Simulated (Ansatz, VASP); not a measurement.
## Ge71P (amorphous Ge at 4.34 g/cm^3) in two plane-wave programs

One calculation is typed for both programs; each brings its own data sets. How far apart do they land? Of the first pair: The structure shown is the start of the Ansatz relaxation below; VASP solves that cell, so the two are compared at the walk's first step.

Method: plane waves, with VASP 6.6.1 beside it; PBE, in Ansatz 0.2.0.

### 1. Starting point

The cell holds 72 atoms: 71 Ge and 1 P. Cell: a = 12.598 Å, b = 12.598 Å, c = 12.598 Å, α = 90.0°, β = 90.0°, γ = 90.0°. It derives from Ge (amorphous Ge at 4.34 g/cm^3). As first built, before any earlier steps moved the atoms or strained the cell (in the runner's words): 72 atoms (72 Ge) placed at random at 4.34 g/cm^3, melted at 3500 K for 10 ps at fixed volume with the Tersoff potential (Tersoff, Phys. Rev. B 39, 5566 (1989)). Quenched from 3500 K to 300 K at 20 K/ps and fixed volume, annealed at 800 K for 20 ps, held 5 ps, then minimised at fixed cell. Nearest the centre at fractional (0.288, 0.001, 0.346): P72 at 0.00 Å, Ge58 at 2.52 Å, Ge37 at 2.56 Å, Ge63 at 2.59 Å, Ge45 at 2.61 Å, Ge70 at 3.93 Å, Ge59 at 3.95 Å, Ge47 at 3.96 Å.

### 2. Ansatz: relaxation, PBE

Ansatz runs on its default PAW (the set named soft_2) files.

The two programs are compared at the cell with which this relaxation starts, whose forces are those of its first step.

Input file input.yaml:

```yaml
crystal:
  lattice:
    - [12.598, 0.0, 0.0]
    - [0.0, 12.598, 0.0]
    - [0.0, 0.0, 12.598]
  atoms:
    - { symbol: Ge, position: [0.236, 0.46324, 0.33875] }
    - { symbol: Ge, position: [0.61219, 0.66643, 0.11292] }
    - { symbol: Ge, position: [0.96774, 0.91581, 0.02484] }
    - { symbol: Ge, position: [0.06775, 0.19265, 0.02608] }
    - { symbol: Ge, position: [0.1372, 0.69082, 0.59347] }
    - { symbol: Ge, position: [0.15397, 0.88966, 0.61453] }
    - { symbol: Ge, position: [0.70349, 0.1617, 0.68169] }
    - { symbol: Ge, position: [0.63966, 0.57109, 0.38463] }
    - { symbol: Ge, position: [0.9918, 0.19596, 0.32553] }
    - { symbol: Ge, position: [0.91135, 0.8229, 0.85923] }
    - { symbol: Ge, position: [0.01589, 0.3669, 0.92872] }
    - { symbol: Ge, position: [0.69424, 0.74921, 0.46256] }
    - { symbol: Ge, position: [0.71689, 0.71128, 0.65382] }
    - { symbol: Ge, position: [0.91498, 0.36827, 0.38965] }
    - { symbol: Ge, position: [0.04045, 0.51096, 0.36174] }
    - { symbol: Ge, position: [0.9227, 0.51397, 0.19034] }
    - { symbol: Ge, position: [0.64107, 0.95044, 0.0504] }
    - { symbol: Ge, position: [0.55229, 0.46692, 0.04149] }
    - { symbol: Ge, position: [0.63249, 0.77625, 0.94505] }
    - { symbol: Ge, position: [0.96527, 0.63686, 0.5033] }
    - { symbol: Ge, position: [0.7304, 0.84647, 0.79157] }
    - { symbol: Ge, position: [0.82026, 0.993, 0.13158] }
    - { symbol: Ge, position: [0.99416, 0.9406, 0.72337] }
    - { symbol: Ge, position: [0.51661, 0.7276, 0.64659] }
    - { symbol: Ge, position: [0.27909, 0.58407, 0.49379] }
    - { symbol: Ge, position: [0.72878, 0.21856, 0.87285] }
    - { symbol: Ge, position: [0.15516, 0.63959, 0.7865] }
    - { symbol: Ge, position: [0.97706, 0.63907, 0.87996] }
    - { symbol: Ge, position: [0.54784, 0.85198, 0.19519] }
    - { symbol: P, position: [0.28796, 0.00069, 0.3461], spin: 0.6 }
    - { symbol: Ge, position: [0.77291, 0.6359, 0.23353] }
    - { symbol: Ge, position: [0.89352, 0.09379, 0.63762] }
    - { symbol: Ge, position: [0.88069, 0.76008, 0.35353] }
    - { symbol: Ge, position: [0.25876, 0.02714, 0.91348] }
    - { symbol: Ge, position: [0.04776, 0.61752, 0.0635] }
    - { symbol: Ge, position: [0.6123, 0.9098, 0.37507] }
    - { symbol: Ge, position: [0.178, 0.47468, 0.99665] }
    - { symbol: Ge, position: [0.11398, 0.93276, 0.42515], spin: 0.6 }
    - { symbol: Ge, position: [0.94489, 0.04714, 0.44424] }
    - { symbol: Ge, position: [0.90626, 0.17443, 0.14255] }
    - { symbol: Ge, position: [0.25155, 0.85982, 0.03418] }
    - { symbol: Ge, position: [0.27425, 0.48044, 0.82071] }
    - { symbol: Ge, position: [0.29896, 0.30513, 0.44685] }
    - { symbol: Ge, position: [0.47743, 0.69701, 0.8407] }
    - { symbol: Ge, position: [0.74418, 0.42907, 0.48864] }
    - { symbol: Ge, position: [0.46111, 0.03386, 0.45464], spin: 0.6 }
    - { symbol: Ge, position: [0.60522, 0.00047, 0.75185] }
    - { symbol: Ge, position: [0.48908, 0.23718, 0.39455] }
    - { symbol: Ge, position: [0.3036, 0.92523, 0.7415] }
    - { symbol: Ge, position: [0.47435, 0.49794, 0.85501] }
    - { symbol: Ge, position: [0.5011, 0.42727, 0.65954] }
    - { symbol: Ge, position: [0.80817, 0.94808, 0.33002] }
    - { symbol: Ge, position: [0.87498, 0.4801, 0.82436] }
    - { symbol: Ge, position: [0.29273, 0.76398, 0.86339] }
    - { symbol: Ge, position: [0.936, 0.19508, 0.82348] }
    - { symbol: Ge, position: [0.39097, 0.12033, 0.05451] }
    - { symbol: Ge, position: [0.29683, 0.42091, 0.14936] }
    - { symbol: Ge, position: [0.83264, 0.54352, 0.63235] }
    - { symbol: Ge, position: [0.19952, 0.17908, 0.32726], spin: 0.6 }
    - { symbol: Ge, position: [0.23475, 0.22845, 0.13763] }
    - { symbol: Ge, position: [0.05775, 0.04057, 0.89355] }
    - { symbol: Ge, position: [0.57324, 0.0959, 0.93003] }
    - { symbol: Ge, position: [0.46691, 0.92322, 0.62885] }
    - { symbol: Ge, position: [0.37233, 0.94475, 0.1675], spin: 0.6 }
    - { symbol: Ge, position: [0.60959, 0.29166, 0.5555] }
    - { symbol: Ge, position: [0.87216, 0.36135, 0.07292] }
    - { symbol: Ge, position: [0.3012, 0.42282, 0.62151] }
    - { symbol: Ge, position: [0.72277, 0.4064, 0.94746] }
    - { symbol: Ge, position: [0.4769, 0.30743, 0.16211] }
    - { symbol: Ge, position: [0.47793, 0.57832, 0.52068] }
    - { symbol: Ge, position: [0.09148, 0.75896, 0.32904] }
    - { symbol: Ge, position: [0.08848, 0.80167, 0.12888] }
magnetization:
  spin_polarized: true
kpoints:
  mp_grid: { grid: [1, 1, 1] }
hamiltonian:
  xc: pbe
scf:
  occupations: { method: fermi_dirac, width: 0.025 }
  lower_state_search: "off"
output:
  forces: true
  eigenvalues: true
relax:
  f_tol: 0.05
  max_steps: 90
```

The run is started by

```
ansatz run input.yaml --threads 8 --pin off --max-ram 15872MiB --backend cpu --events-out ev --progress --plain --runs-dir out
```

Numbers of over 12 decimals in the logs are rounded to 6 here.

The log of the run:

```text
Engine: ansatz 0.2.0, x86_64-unknown-linux-gnu
Pseudopotentials: kind: paw
Pseudopotential: Ge, paw, valence charge 14, recommended cutoff 420 eV (normal), Ge.paw.azcp
Pseudopotential: P, paw, valence charge 5, recommended cutoff 420 eV (normal), P.paw.azcp
Functional definition: PBE
  parameter kappa = 0.804
  parameter beta = 0.066725
  exchange = pbe_x(kappa = kappa, mu = beta*pi^2/3)
  correlation = pbe_c(beta = beta)
Crystal: 72 atoms, lattice volume = 1999.424 Å³
Basis set: ecut = 420 eV, 39127 PW (Γ), exchange–correlation on 180×180×180 points (8 copies of the dense FFT grid, shifted against one another)
Bands: 602, of which v1, the nominal top of the filled ones, is band 500 counted from 1 (499 counted from 0)
Symmetry: 1 space group operations
Space group: P1 (ITA 1), of the structure as read, at distance tolerance 1.3e-4 Å
Magnetic group: BNS 1.1 (UNI 1), of the structure as read, at distance tolerance 1.3e-4 Å
k-points: 1
Non-local potential: Ge, projectors of the file, l = 0: 2, l = 1: 2, l = 2: 3, l = 3: 1
Non-local potential: P, projectors of the file, l = 0: 2, l = 1: 2, l = 2: 2
PAW form: soft (Blöchl's): semilocal exchange-correlation on the pseudo side does not see the compensation charge
PAW one-centre angular grid: Ge, 590 points (default); XC on 64 Gauss nodes
PAW one-centre angular grid: P, 110 points (default); XC on 64 Gauss nodes
Initial density: superposition of atomic densities (chi_scale 0.1, normalization cell)
Starting moments: Σ|m| = 3 μB on 5 of 72 sites
Initial wavefunctions: pseudopotential atomic-orbital guess
Functional: x = pbe(κ = 0.804, μ = 0.219515), c = pbe(β = 0.066725)
iter 1 solved again at ethr=1.77e-3 eV; its pass at ethr=3.10e-3 eV (dr2=1.77e1 eV) is discarded
SCF iter   1: F=—  HF=-305684.267878 eV  |F-HF|=—  |Δ(HF+E_count)|=         —  Δρ=1.80e-2 (↑1.76e-2 ↓1.80e-2)  dr2=1.77e1  dr2_m=2.84e0  M=0.443 μB ∫|m|=0.592 μB  β_m=0.30  ethr=1.77e-3  ⟨swp⟩=2.0  Hψ=5801  notcnv=0
preconditioner: auto → Resta (q_TF=auto, 2.430 Å⁻¹)  ε∞=2.5  [insulator: Δε(μ)=0.348 eV  Ē_g=21.734 eV  σ=0.025 eV  W_gap=0.53  n_scr=460 (ndim 8)  ℏωp=26.2 eV  f_vac=0.131  D(μ)=27.09/eV (n_scr^D=122)  ε∞_Penn≈2.5]
spin=Collinear: Resta preconditioning applied to the charge; magnetization (m = ρ↑ − ρ↓) channel mixes plain (no charge-response kernel on spin).
SCF iter   2: F=—  HF=-305682.817530 eV  |F-HF|=—  |Δ(HF+E_count)|=    1.45e0  Δρ=1.31e-2 (↑1.26e-2 ↓1.31e-2)  dr2=7.68e0  dr2_m=1.42e0  M=0.347 μB ∫|m|=0.494 μB  β_m=0.30  ethr=1.77e-3  ⟨swp⟩=4.0  Hψ=1430  notcnv=0
preconditioner: auto → Kerker (q_TF=auto, 2.430 Å⁻¹)  [metal: Δε(μ)=0.028 eV  Ē_g=21.766 eV  σ=0.025 eV  W_gap=0.26  n_scr=460 (ndim 8)  ℏωp=26.2 eV  f_vac=0.139  D(μ)=24.36/eV (n_scr^D=92)]
spin=Collinear: Kerker preconditioning applied to the charge; magnetization (m = ρ↑ − ρ↓) channel mixes plain (no charge-response kernel on spin).
SCF iter   3: F=—  HF=-305682.402204 eV  |F-HF|=—  |Δ(HF+E_count)|=   4.15e-1  Δρ=8.55e-3 (↑8.08e-3 ↓8.55e-3)  dr2=5.35e0  dr2_m=7.03e-1  M=0.286 μB ∫|m|=0.428 μB  β_m=0.30  ethr=7.69e-4  ⟨swp⟩=5.0  Hψ=1546  notcnv=0
SCF iter   4: F=—  HF=-305681.803529 eV  |F-HF|=—  |Δ(HF+E_count)|=   5.99e-1  Δρ=4.67e-3 (↑4.67e-3 ↓4.54e-3)  dr2=4.94e-1  dr2_m=3.49e-1  M=0.268 μB ∫|m|=0.373 μB  β_m=0.30  ethr=5.36e-4  ⟨swp⟩=2.0  Hψ=1422  notcnv=0  defer=170
SCF iter   5: F=—  HF=-305681.803101 eV  |F-HF|=—  |Δ(HF+E_count)|=   4.27e-4  Δρ=3.40e-3 (↑3.40e-3 ↓3.36e-3)  dr2=3.63e-1  dr2_m=1.74e-1  M=0.235 μB ∫|m|=0.325 μB  β_m=0.30  ethr=4.95e-5  ⟨swp⟩=2.0  Hψ=1216  notcnv=0  defer=170
SCF iter   6: F=—  HF=-305681.868370 eV  |F-HF|=—  |Δ(HF+E_count)|=   6.53e-2  Δρ=2.31e-3 (↑2.15e-3 ↓2.31e-3)  dr2=8.13e-2  dr2_m=8.67e-2  M=0.209 μB ∫|m|=0.285 μB  β_m=0.30  ethr=3.63e-5  ⟨swp⟩=2.5  Hψ=2069  notcnv=0  defer=170
SCF iter   7: F=—  HF=-305681.875451 eV  |F-HF|=—  |Δ(HF+E_count)|=   7.08e-3  Δρ=1.61e-3 (↑1.58e-3 ↓1.61e-3)  dr2=3.87e-2  dr2_m=4.33e-2  M=0.185 μB ∫|m|=0.252 μB  β_m=0.30  ethr=8.14e-6  ⟨swp⟩=2.0  Hψ=2068  notcnv=0  defer=170
SCF iter   8: F=—  HF=-305681.904578 eV  |F-HF|=—  |Δ(HF+E_count)|=   2.91e-2  Δρ=1.17e-3 (↑1.17e-3 ↓1.08e-3)  dr2=1.80e-2  dr2_m=2.16e-2  M=0.167 μB ∫|m|=0.225 μB  β_m=0.30  ethr=3.87e-6  ⟨swp⟩=2.0  Hψ=2238  notcnv=0  defer=170
Mixer restart at iter 8: flushing history
spin-set hold released at iteration 8 (site moments contracting): the magnetisation degrees of freedom join the quasi-Newton model from the next iteration; the mixer history was flushed
SCF iter   9: F=—  HF=-305681.905865 eV  |F-HF|=—  |Δ(HF+E_count)|=   1.29e-3  Δρ=8.13e-4 (↑8.13e-4 ↓7.79e-4)  dr2=1.49e-2  dr2_m=1.08e-2  M=0.151 μB ∫|m|=0.202 μB  β_m=0.59  ethr=1.80e-6  ⟨swp⟩=2.5  Hψ=1612  notcnv=0  defer=170
[...]
--- Relaxed structure (3 steps of the walk, 3 accepted, 0 SCFs on fresh bases) ---
  F+E_penalty+E_count = -305682.03557794 eV   max|allowed force component| = 3.460e-2 eV/Å
  atoms:
    - { symbol: Ge, position: [0.231491, 0.458712, 0.338687] }
    - { symbol: Ge, position: [0.609297, 0.663683, 0.115270] }
    - { symbol: Ge, position: [0.966225, 0.915654, 0.023363] }
    - { symbol: Ge, position: [0.066753, 0.191979, 0.026344] }
    - { symbol: Ge, position: [0.139801, 0.691498, 0.591157] }
    - { symbol: Ge, position: [0.156717, 0.890190, 0.612732] }
    - { symbol: Ge, position: [0.705745, 0.161533, 0.684085] }
    - { symbol: Ge, position: [0.642108, 0.569238, 0.386399] }
    - { symbol: Ge, position: [0.990027, 0.194348, 0.324901] }
    - { symbol: Ge, position: [0.911603, 0.824271, 0.855798] }
    - { symbol: Ge, position: [0.014497, 0.368214, 0.930715] }
    - { symbol: Ge, position: [0.692924, 0.749526, 0.464410] }
    - { symbol: Ge, position: [0.716849, 0.709283, 0.654908] }
    - { symbol: Ge, position: [0.909646, 0.366874, 0.384360] }
    - { symbol: Ge, position: [0.037469, 0.509522, 0.361433] }
    - { symbol: Ge, position: [0.922657, 0.515183, 0.192529] }
    - { symbol: Ge, position: [0.639042, 0.947782, 0.050977] }
    - { symbol: Ge, position: [0.552301, 0.465796, 0.039021] }
    - { symbol: Ge, position: [0.633488, 0.773423, 0.946502] }
    - { symbol: Ge, position: [0.966092, 0.638689, 0.502634] }
    - { symbol: Ge, position: [0.729213, 0.845038, 0.791947] }
    - { symbol: Ge, position: [0.818715, 0.992902, 0.131860] }
    - { symbol: Ge, position: [0.996759, 0.943260, 0.721838] }
    - { symbol: Ge, position: [0.516451, 0.726831, 0.645123] }
[...]
- { symbol: P, position: [0.286056, 0.00366822, 0.345374] }
[...]
- { symbol: Ge, position: [0.609153, 0.289107, 0.558387] }
    - { symbol: Ge, position: [0.871840, 0.362703, 0.075106] }
    - { symbol: Ge, position: [0.301168, 0.423608, 0.621719] }
    - { symbol: Ge, position: [0.724530, 0.407185, 0.947237] }
    - { symbol: Ge, position: [0.475171, 0.308557, 0.159619] }
    - { symbol: Ge, position: [0.478826, 0.578534, 0.518453] }
    - { symbol: Ge, position: [0.091062, 0.758865, 0.326226] }
    - { symbol: Ge, position: [0.088096, 0.802295, 0.126626] }
```

In the SCF lines HF is the Harris–Foulkes energy and dr2 the Hartree energy of the density residual, in eV; the loop may stop once dr2 is under the threshold and the program's other checks hold. Hψ counts applications of the Hamiltonian.

### 3. VASP: single point, PBE, start cell, pair 1

The same cell, functional, mesh and smearing now go to VASP, with its own data sets.

Lines of VASP's logs that name or quote its potential files are left out, and so is its time.

Input file INCAR:

```
SYSTEM = Ge71P
PREC = Accurate
ENCUT = 410
EDIFF = 1E-06
NELM = 200
ISMEAR = -1
SIGMA = 0.025
LREAL = Auto
ALGO = Normal
GGA = PE
NBANDS = 584
ISPIN = 2
MAGMOM = 0 0 0 -0 0 0 0 0 0 0 0 0 0 0 0 0 0 0 -0 0 0 0 0 0 0 0 0 0 0 0 0 0 -0 0 0 0 0 0 0 0 0 0 0 0 0 0 0 0 0 -0 0 0 -0 0 0 0 0 0 0 0 -0 0 0 0 0 0 0 0 0 -0 0 0
LORBIT = 11
LWAVE = .FALSE.
LCHARG = .FALSE.
ISIF = 2
LASPH = .TRUE.
GGA_COMPAT = .FALSE.
NCORE = 2
```

Input file POSCAR:

```
Ge71P
1.0
   12.5980000000      0.0000000000      0.0000000000
    0.0000000000     12.5980000000      0.0000000000
    0.0000000000      0.0000000000     12.5980000000
Ge P
71 1
Direct
    0.2359977774      0.4632401969      0.3387521829
    0.6121924115      0.6664311796      0.1129226861
    0.9677409113      0.9158120337      0.0248372758
    0.0677488490      0.1926496269      0.0260835053
    0.1371963804      0.6908239403      0.5934672170
    0.1539688839      0.8896570884      0.6145261153
    0.7034926179      0.1617002699      0.6816875695
    0.6396570884      0.5710906493      0.3846324813
    0.9918002858      0.1959596761      0.3255278616
    0.9113510081      0.8229004604      0.8592316241
    0.0158914113      0.3668995079      0.9287188443
    0.6942371805      0.7492062232      0.4625575488
    0.7168915701      0.7112795682      0.6538180664
    0.9149785680      0.3682727417      0.3896491507
    0.0404508652      0.5109620575      0.3617399587
    0.9227020162      0.5139704715      0.1903397365
    0.6410700111      0.9504365772      0.0503968884
    0.5522860772      0.4669233212      0.0414907128
    0.6324892840      0.7762501984      0.9450468328
    0.9652722654      0.6368629941      0.5033021114
    0.7304016511      0.8464676933      0.7915700905
    0.8202571837      0.9929988887      0.1315764407
    0.9941578028      0.9406016828      0.7233687887
    0.5166137482      0.7275996190      0.6465867598
    0.2790919194      0.5840688998      0.4937926655
    0.7287823464      0.2185585013      0.8728528338
    0.1551595491      0.6395935863      0.7864978568
    0.9770598508      0.6390696936      0.8799571361
    0.5478409271      0.8519765042      0.1951897127
    0.7729083982      0.6359025242      0.2335291316
    0.8935227814      0.0937926655      0.6376170821
    0.8806874107      0.7600809652      0.3535323067
    0.2587632958      0.0271392284      0.9134783299
    0.0477615495      0.6175186538      0.0635021432
    0.6123035402      0.9098031434      0.3750674710
    0.1779965074      0.4746785204      0.9966502619
    0.1139784093      0.9327591681      0.4251468487
    0.9448880775      0.0471424036      0.4442371805
    0.9062628989      0.1744324496      0.1425464359
    0.2515478647      0.8598190189      0.0341800286
    0.2742498809      0.4804413399      0.8207096365
    0.2989601524      0.3051277981      0.4468487061
    0.4774329259      0.6970074615      0.8406969360
    0.7441816161      0.4290681060      0.4886410541
    0.4611128751      0.0338625179      0.4546435942
    0.6052230513      0.0004683283      0.7518494999
    0.4890776314      0.2371805048      0.3945467535
    0.3036037466      0.9252262264      0.7414986506
    0.4743530719      0.4979361803      0.8550087315
    0.5011033497      0.4272662327      0.6595411970
    0.8081679632      0.9480790602      0.3300206382
    0.8749801556      0.4801000159      0.8243610097
    0.2927290046      0.7639784093      0.8633910144
    0.9359977774      0.1950785839      0.8234799174
    0.3909668201      0.1203286236      0.0545086522
    0.2968328306      0.4209080806      0.1493570408
    0.8326401016      0.5435227814      0.6323464042
    0.1995237339      0.1790760438      0.3272582950
    0.2347515479      0.2284489602      0.1376329576
    0.0577472615      0.0405699317      0.8935465947
    0.5732417844      0.0958961740      0.9300285760
    0.4669074456      0.9232179711      0.6288537863
    0.3723289411      0.9447531354      0.1675027782
    0.6095888236      0.2916574059      0.5555008732
    0.8721622480      0.3613510081      0.0729163359
    0.3011986030      0.4228210827      0.6215113510
    0.7227734561      0.4063978409      0.9474599143
    0.4769010954      0.3074297508      0.1621130338
    0.4779330052      0.5783219559      0.5206778854
    0.0914827750      0.7589617400      0.3290363550
    0.0884822988      0.8016669313      0.1288775996
    0.2879584061      0.0006905858      0.3461025560
```

Input file KPOINTS:

```
Automatic mesh
0
Gamma
1 1 1
0 0 0
```

The projector-augmented-wave data sets are Ge_d and P (PBE family, release 64).

The run is started by

```
mpirun -np 8 vasp_gam
```

The log of the run:

```text
[banner, memory and clock lines left out]
running    8 mpi-ranks, on    1 nodes
[...]
LDA part: xc-table for (Slater+PW92), standard interpolation
 POSCAR, INCAR and KPOINTS ok, starting setup
[...]
entering main loop
       N       E                     dE             d eps       ncg     rms          rms(c)
DAV:   1     0.187033812566E+05    0.18703E+05   -0.37339E+05  2408   0.454E+03
DAV:   2     0.426336418635E+04   -0.14440E+05   -0.13999E+05  2344   0.105E+03
DAV:   3     0.500233962502E+03   -0.37631E+04   -0.36026E+04  2432   0.289E+02
DAV:   4    -0.236041111413E+03   -0.73628E+03   -0.67789E+03  2656   0.123E+02
[...]
DAV:  18    -0.308529503956E+03   -0.27866E-05   -0.77014E-06  2384   0.280E-02    0.219E-03
DAV:  19    -0.308529506198E+03   -0.22423E-05   -0.15131E-05  2184   0.148E-02    0.161E-03
DAV:  20    -0.308529506610E+03   -0.41144E-06   -0.34490E-06  1912   0.115E-02
   1 F= -.30852951E+03 E0= -.30850529E+03  d E =-.484379E-01  mag=    -0.0003
```

Parts of OUTCAR (step 3):

```text
  FREE ENERGIE OF THE ION-ELECTRON SYSTEM (eV)
  ---------------------------------------------------
  free  energy   TOTEN  =      -308.5295066099 eV

  energy  without entropy=     -308.4810687470  energy(sigma->0) =     -308.50528768

 magnetization (x)
# of ion       s       p       d       tot
------------------------------------------
    1        0.000  -0.000  -0.000  -0.000
    2       -0.000   0.000   0.000  -0.000
    3       -0.000  -0.000  -0.000  -0.000
    4        0.000   0.000   0.000   0.000
    5       -0.000  -0.000  -0.000  -0.000
    6       -0.000   0.000  -0.000   0.000
    7        0.000   0.000  -0.000   0.000
    8        0.000  -0.000   0.000  -0.000
    9       -0.000  -0.000  -0.000  -0.000
   10       -0.000  -0.000  -0.000  -0.000
   11       -0.000   0.000  -0.000  -0.000
   12       -0.000   0.000   0.000  -0.000
   13       -0.000  -0.000  -0.000  -0.000
[...]
--------------------------------------------------
tot         -0.000  -0.000  -0.000  -0.000

[... 1 further part left out ...]
```

This run allows spin, but its moments start at zero, where symmetry between the spins tends to hold them. Its electron count is odd, so without a moment it is a metal by construction.

### 4. Differences

Known differences besides the potentials themselves: the cutoff is 420 eV in Ansatz and 410 eV in VASP (PREC = Accurate, projectors in real space). Total energies have different zeros and are not compared.

Forces on 9 of the 72 atoms, those with the largest forces and the largest differences (eV/Å; atoms numbered as in POSCAR):

```csv
atom,"Ansatz x, y, z","VASP x, y, z"
Ge12,"-0.034, 0.027, 0.043","-0.033, 0.030, 0.050"
Ge16,"0.074, -0.059, 0.119","0.072, -0.058, 0.119"
Ge21,"-0.012, -0.015, -0.017","-0.009, -0.021, -0.016"
Ge37,"0.217, 0.167, -0.134","0.215, 0.171, -0.134"
Ge45,"-0.120, 0.002, -0.171","-0.120, 0.006, -0.174"
Ge58,"0.275, -0.439, 0.094","0.278, -0.445, 0.095"
Ge59,"0.175, -0.035, -0.060","0.173, -0.038, -0.062"
Ge63,"0.061, 0.130, 0.241","0.062, 0.131, 0.239"
P72,"-0.258, 0.324, -0.043","-0.260, 0.324, -0.044"
```

The forces differ by 2.2 meV/Å r.m.s., which is 3.1 % of the r.m.s. force of 0.071 eV/Å (both taken over all components). Moments aren't recorded for both runs of this pair, so they may hold unlike magnetic states.

### 5. Ansatz: relaxation, PBE

This run makes the geometry at which the two programs are then compared.

The structure compared here is the end of the Ansatz relaxation.

This is the run of step 2 again, met here at its other cell.

(Part 1 of 2 ends here.)

[Lines on the potential files, build, host, timing and source positions are cut from VASP's logs without a mark.]

[Logs are printed without paths, hosts, clocks, repeated set-up lines and the standing remarks that a program may print on its own settings, such as how far it seeks lower states.]

[Hosts, paths, dates, database ids (printed as entryN), source tags and the programs' standing remarks are cut or masked in the printed files.]
